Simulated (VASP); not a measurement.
Here is the system:

```yaml
crystal:
  lattice:
    - [-2.77058, 2.77058, 2.77058]
    - [2.77058, -2.77058, 2.77058]
    - [2.77058, 2.77058, -2.77058]
  atoms:
    - { symbol: Rb, position: [0.00000, 0.00000, 0.00000] }
```

Method: optB86b-vdW, VASP's PBE PAW potentials (set 64) (plane waves; VASP 6.6.1). Run with 520 eV cut-off, Gaussian smearing of 0.050 eV, potentials Rb_sv.

Q: What does the run give for the band gap (along the path) with the smallest direct gap where there is one?

A: 
The band gap (along the path) is none (metal, semimetal or under 0.01 eV).

Total energies compare only between runs with the same potentials, cut-off and functional.

The compound is Rb in the bcc structure. It was relaxed first, which changed the volume by -6 %.
